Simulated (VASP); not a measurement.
# CsLi2 (Fm-3m) in VASP: a series of runs

One crystal, CsLi2, is run at these levels: PBE; tasks: relaxation of cell and atoms, single point.

All numbers are computed with VASP 6.6.1; they aren't measurements. Logs are shortened: lines on timing, memory, paths and dates and some standing lists are left out, and cuts for length are marked.

### 1 The cell of the first run

Symmetry: Fm-3m, No. 225, cubic system. Conventional cell: a = 9.174 Å, b = 9.174 Å, c = 9.174 Å, α = 90.00°, β = 90.00°, γ = 90.00°. Cs (site symmetry m-3m) has 8 Li at 3.97 Å as nearest neighbours. Around Li (site symmetry -43m) lie 4 Cs at 3.97 Å.

The cell was built by a generator and needn't be a form met in nature.

### 2 Relaxation of cell and atoms, PBE (random cell by space group and Wyckoff sites (Fm-3m, No. 225))

The input, INCAR:

```
  PREC = Accurate
  ENCUT = 600
  EDIFF = 1E-7
  ISMEAR = 0
  SIGMA = 0.1
  LREAL = False
  LASPH = True
  NELM = 80
  ALGO = Fast
  ISIF = 3
  LWAVE = False
  LCHARG = False
  GGA = PE
  IBRION = 2
  NSW = 100
  EDIFFG = -0.01
```

The input, KPOINTS:

```
Automatic mesh
0
Gamma
  10 10 10
```

The input, POSCAR:

```
CsLi2
1.0
    0.0000000000      4.5871144768      4.5871144768
    4.5871144768      0.0000000000      4.5871144768
    4.5871144768      4.5871144768      0.0000000000
Cs Li
1 2
Direct
    0.0000000000      0.0000000000      0.0000000000
    0.7500000000      0.7500000000      0.7500000000
    0.2500000000      0.2500000000      0.2500000000
```

Potentials or basis: VASP PAW PBE potentials, release 64 (Cs_sv, Li_sv).

Command:

```sh
cat potpaw_PBE.64/Cs_sv/POTCAR potpaw_PBE.64/Li_sv/POTCAR > POTCAR
mpirun -np 1 vasp_std > vasp.out
```

OUTCAR:

```text
PREC = Accurate
   ENCUT = 600
   EDIFF = 1E-7
   ISMEAR = 0
   LREAL = False
   LASPH = True
   NELM = 80
   ISIF = 3
   GGA = PE
   IBRION = 2
   NSW = 100
   EDIFFG = -0.01

 ion  position               nearest neighbor table
   1  0.000  0.000  0.000-
   2  0.750  0.750  0.750-
   3  0.250  0.250  0.250-

  LATTYP: Found a face centered cubic cell.
 ALAT       =     9.1742289536

  Lattice vectors:

 A1 = (   0.0000000000,   4.5871144768,   4.5871144768)
 A2 = (   4.5871144768,   0.0000000000,   4.5871144768)
 A3 = (   4.5871144768,   4.5871144768,   0.0000000000)

Analysis of symmetry for initial positions (statically):
=====================================================================
 Subroutine PRICEL returns:
 Original cell was already a primitive cell.

 Routine SETGRP: Setting up the symmetry group for a
 face centered cubic supercell.

 Subroutine GETGRP returns: Found 48 space group operations
 (whereof 48 operations were pure point group operations)
 out of a pool of 48 trial point group operations.

The static configuration has the point symmetry O_h .

Analysis of symmetry for dynamics (positions and initial velocities):
=====================================================================
 Subroutine PRICEL returns:
 Original cell was already a primitive cell.

 Routine SETGRP: Setting up the symmetry group for a
 face centered cubic supercell.

 Subroutine GETGRP returns: Found 48 space group operations
 (whereof 48 operations were pure point group operations)
 out of a pool of 48 trial point group operations.

The dynamic configuration has the point symmetry O_h .

 Subroutine INISYM returns: Found 48 space group operations
 (whereof 48 operations are pure point group operations),
 and found     1 'primitive' translations

----------------------------------------------------------------------------------------

                                     Primitive cell

  volume of cell :     193.0406

  direct lattice vectors                    reciprocal lattice vectors
     0.000000000  4.587114477  4.587114477    -0.109000986  0.109000986  0.109000986
     4.587114477  0.000000000  4.587114477     0.109000986 -0.109000986  0.109000986
     4.587114477  4.587114477  0.000000000     0.109000986  0.109000986 -0.109000986

  length of vectors
     6.487159505  6.487159505  6.487159505     0.188795246  0.188795246  0.188795246

  position of ions in fractional coordinates (direct lattice)
     0.000000000  0.000000000  0.000000000
     0.750000000  0.750000000  0.750000000
     0.250000000  0.250000000  0.250000000

  ion indices of the primitive-cell ions
   primitive index   ion index
                 1           1
                 2           2
[... 91 lines left out ...]
   IMIX   =      4    mixing-type and parameters
     AMIX     =   0.40;   BMIX     =  1.00
     AMIX_MAG =   1.60;   BMIX_MAG =  1.00
  volume/ion in A,a.u.               =      64.35       434.23
  Fermi-wavevector in a.u.,A,eV,Ry     =   0.698590  1.320144  6.640023  0.488028
  Thomas-Fermi vector in A             =   1.782235
   LORBIT       =      0    0 simple, 1 ext, 2 COOP (PROOUT), +10 PAW based schemes
   GGA     = PE    functional components
   LHFCALC =     F    Hartree Fock is set to
   AEXX    =    0.0000 exact exchange contribution
   IVDW    =     0    specifies the selected vdW correction
   LEPSILON=     F    determine dielectric tensor
   LRPA    =     F    only Hartree local field effects (RPA)
 conjugate gradient relaxation of ions
 non-spin polarized calculation
 RMM-DIIS sequential band-by-band and
 Gauss-broadening in eV      SIGMA  =   0.10
  energy-cutoff  :      600.00
  volume of cell :      193.04
 maximum number of plane-waves:      6487
 NGX is ok and might be reduce to    54
   NGX = 25   NGY = 25   NGZ = 25

 number of electron      15.0000000 magnetization

 Free energy of the ion-electron system (eV)
  ---------------------------------------------------
  ext. energy  EPLUGINS =         0.00000000
  ---------------------------------------------------
  free energy    TOTEN  =        -3.00406724 eV

  energy without entropy =       -2.98700512  energy(sigma->0) =       -2.99553618

 E-fermi :  -0.2742     XC(G=0):  -5.5047

 val. band max:       -0.2836907989   @ k =  -0.4000   0.4000   0.1000
 cond. band min:      -0.2668799699   @ k =   0.5000   0.3000   0.0000
 fundamental gap:      0.0168108290
 Fermi energy:        -0.2741868767

 k-point     1 :       0.0000    0.0000    0.0000
  band No.  band energies     occupation
      1     -48.6051      2.00000
      2     -48.6051      2.00000
      3     -23.4991      2.00000
      4     -10.3337      2.00000
      5     -10.3337      2.00000
      6     -10.3337      2.00000
      7      -2.3049      2.00000
      8       0.6925      0.00000
      9       0.6926      0.00000
     10       0.6926      0.00000
     11       2.2735      0.00000
[... 309 lines left out ...]
 k-point    24 :       0.4000    0.3000    0.0000
  band No.  band energies     occupation
      1     -48.6052      2.00000
      2     -48.6051      2.00000
      3     -23.4986      2.00000
      4     -10.3571      2.00000
      5     -10.3442      2.00000
      6     -10.3433      2.00000
      7      -1.3503      2.00000
      8      -0.0135      0.00023
      9       0.4030      0.00000
     10       0.8815      0.00000
     11       0.8887      0.00000

 [... further k-points ...]

------------------------ aborting loop because EDIFF is reached ----------------------------------------

  FORCE on cell =-STRESS in cart. coord.  units (eV):
  Direction    XX          YY          ZZ          XY          YZ          ZX
  --------------------------------------------------------------------------------------
  -------------------------------------------------------------------------------------
  Total       -0.0211110     -0.0211110     -0.0211110      0.0000000      0.0000000      0.0000000
  in kB       -0.1752144     -0.1752144     -0.1752144      0.0000000      0.0000000      0.0000000
  external PRESSURE =      -0.1752144 kB  Pullay stress =       0.0000000 kB

 VOLUME and BASIS-vectors are now :
 -----------------------------------------------------------------------------
  energy-cutoff  :      600.00
  volume of cell :      193.04
      direct lattice vectors                 reciprocal lattice vectors
     0.000000000  4.587114477  4.587114477    -0.109000986  0.109000986  0.109000986
     4.587114477  0.000000000  4.587114477     0.109000986 -0.109000986  0.109000986
     4.587114477  4.587114477  0.000000000     0.109000986  0.109000986 -0.109000986

 POSITION                                       TOTAL-FORCE (eV/Angst)
 -----------------------------------------------------------------------------------
      0.00000      0.00000      0.00000        -0.000000      0.000000     -0.000000
      6.88067      6.88067      6.88067         0.000000      0.000000      0.000000
      2.29356      2.29356      2.29356        -0.000000     -0.000000     -0.000000
 -----------------------------------------------------------------------------------
    total drift:                                0.000000      0.000000      0.000000

  FREE ENERGIE OF THE ION-ELECTRON SYSTEM (eV)
  ---------------------------------------------------
  free  energy   TOTEN  =        -3.0040672367 eV

  energy  without entropy=       -2.9870051185  energy(sigma->0) =       -2.99553618

 reached required accuracy - stopping structural energy minimisation
```

OSZICAR:

```text
N       E                     dE             d eps       ncg     rms          rms(c)
DAV:   1     0.865483619477E+02    0.86548E+02   -0.61684E+03  1034   0.117E+03
DAV:   2     0.127359865177E+02   -0.73812E+02   -0.71531E+02  1525   0.190E+02
DAV:   3     0.371433682519E+00   -0.12365E+02   -0.12252E+02  1280   0.748E+01
[... 12 lines left out ...]
RMM:  16    -0.300406651750E+01   -0.20918E-05   -0.15384E-05  1597   0.274E-02    0.328E-03
RMM:  17    -0.300406675711E+01   -0.23961E-06   -0.65284E-06  1473   0.199E-02    0.302E-03
RMM:  18    -0.300406712729E+01   -0.37018E-06   -0.35216E-06  1464   0.131E-02    0.248E-03
RMM:  19    -0.300406718433E+01   -0.57039E-07   -0.17937E-06  1323   0.101E-02    0.101E-03
RMM:  20    -0.300406723667E+01   -0.52345E-07   -0.71509E-07  1052   0.835E-03
   1 F= -.30040672E+01 E0= -.29955362E+01  d E =-.300407E+01
```

Wall time 4.8 min (1 thread of Intel Xeon Platinum 8175M at 2.50GHz (Skylake/Cascade Lake), shared host); peak memory 0.47 GiB.

What came out:

```
Free energy             : -3.0041 eV
Pressure after relaxing : 0.0 GPa
Band gap on the k mesh  : none (metal or under the smearing width)
```

Final structure:
```
Cs Li
1.0
     0.00000    4.58711    4.58711
     4.58711    0.00000    4.58711
     4.58711    4.58711    0.00000
Cs Li
1 2
Cartesian
  0.0000 0.0000 0.0000
  6.8807 6.8807 6.8807
  2.2936 2.2936 2.2936
```

Caveat: the cutoff is under 1.25 times the usual one of these potentials, so pressure, stress and relaxed cells hold a basis-set (Pulay) error; the relaxation stopped at its first step, so nothing moved.

### 3 Single point, PBE (random cell by space group and Wyckoff sites (Fm-3m, No. 225))

The input, INCAR:

```
PREC     = Accurate       # precision mode
ENCUT    = 520            # plane-wave cutoff, eV
EDIFF    = 1E-6           # SCF threshold, eV
ISMEAR   = 0              # smearing method
SIGMA    = 0.1            # smearing width, eV
LREAL    = F              # projectors in reciprocal space
LASPH    = T              # aspherical terms in the spheres
NELM     = 100            # most SCF steps
ALGO     = Normal         # electronic algorithm
ISIF     = 2              # what is computed and relaxed
LWAVE    = F              # write WAVECAR
LCHARG   = F              # write CHGCAR
GGA      = PE             # functional
NBANDS   = 14             # bands
```

The input, KPOINTS:

```
Automatic mesh
0
Gamma
  4 4 4
```

The input, POSCAR:

```
CsLi2
1.0
    0.0000000000      3.5840792200      3.5840792200
    3.5840792200      0.0000000000      3.5840792200
    3.5840792200      3.5840792200      0.0000000000
Cs Li
1 2
Direct
    0.0000000000      0.0000000000      0.0000000000
    0.7500000000      0.7500000000      0.7500000000
    0.2500000000      0.2500000000      0.2500000000
```

Potentials or basis: VASP PAW PBE potentials, release 64 (Cs_sv, Li_sv).

Command:

```sh
cat potpaw_PBE.64/Cs_sv/POTCAR potpaw_PBE.64/Li_sv/POTCAR > POTCAR
mpirun -np 1 vasp_std > vasp.out
```

It took 16 s on 1 thread of Intel Xeon Platinum 8175M at 2.50GHz (Skylake/Cascade Lake), shared host; peak memory 0.23 GiB.

Results (log left out):

```yaml
Free_energy: -1.8414 eV
Band_gap_on_the_k_mesh: none (metal or under the smearing width)
```

Levels at points of the mesh, in eV from the Fermi level:
```
           k point  band 3  band 4  band 5  band 6  band 7  band 8  band 9  band 10  band 11  band 12
(0.00, 0.00, 0.00)  -23.46  -10.30  -10.30  -10.30   -2.90    0.26    0.26     0.26     3.24     3.24
(0.50, 0.00, 0.00)  -23.44  -10.69  -10.37  -10.37   -1.34   -0.01    0.62     0.62     3.84     3.86
(0.50, 0.50, 0.00)  -23.43  -10.64  -10.47  -10.47   -1.40   -0.01    1.07     2.10     2.10     3.76
```

Caveat: the k mesh is coarse (spacing up to 0.38 Å⁻¹), so the values aren't converged; the cutoff is under 1.25 times the usual one of these potentials, so pressure, stress and relaxed cells hold a basis-set (Pulay) error. Spin-orbit coupling is left out, which matters for the levels of Cs.

### 4 Single point, PBE (random cell by space group and Wyckoff sites (Fm-3m, No. 225))

The input, INCAR:

```
SYSTEM = CsLi2
PREC = Accurate
ENCUT = 520
EDIFF = 1E-7
ISMEAR = 0
SIGMA = 0.1
LREAL = .FALSE.
LASPH = .TRUE.
NELM = 60
ALGO = Normal
ISIF = 2
LWAVE = .FALSE.
LCHARG = .TRUE.
GGA = PE
LELF = .TRUE.
LVHAR = .TRUE.
NBANDS = 14
```

The input, KPOINTS:

```
Automatic mesh
0
G
  4 4 4
  0 0 0
```

The input, POSCAR:

```
CsLi2
1.0
    0.0000000000      4.4621786289      4.4621786289
    4.4621786289      0.0000000000      4.4621786289
    4.4621786289      4.4621786289      0.0000000000
Cs Li
1 2
Direct
    0.0000000000      0.0000000000      0.0000000000
    0.7500000000      0.7500000000      0.7500000000
    0.2500000000      0.2500000000      0.2500000000
```

Command:

```sh
cat potpaw_PBE.64/Cs_sv/POTCAR potpaw_PBE.64/Li_sv/POTCAR > POTCAR
mpirun -np 1 vasp_std > vasp.out
```

Wall time 30 s (1 thread of Intel Xeon Platinum 8175M at 2.50GHz (Skylake/Cascade Lake), shared host); peak memory 0.3 GiB.

It converged, with:

```yaml
Free_energy: -2.9639 eV
Band_gap_on_the_k_mesh: none (metal or under the smearing width)
```

Levels at points of the mesh, in eV from the Fermi level:
| k point | band 5 | band 6 | band 7 | band 8 | band 9 | band 10 |
| --- | --- | --- | --- | --- | --- | --- |
| (0.00, 0.00, 0.00) | -10.03 | -10.03 | -2.12 | 0.94 | 0.94 | 0.94 |
| (0.50, 0.00, 0.00) | -10.03 | -10.03 | -0.98 | -0.45 | 1.22 | 1.22 |
| (0.50, 0.50, 0.00) | -10.04 | -10.04 | -0.38 | -0.17 | 0.23 | 1.30 |

Caveat: the cutoff is under 1.25 times the usual one of these potentials, so pressure, stress and relaxed cells hold a basis-set (Pulay) error. Spin-orbit coupling is left out, which matters for the levels of Cs.

(Continued in part 2 of 2.)
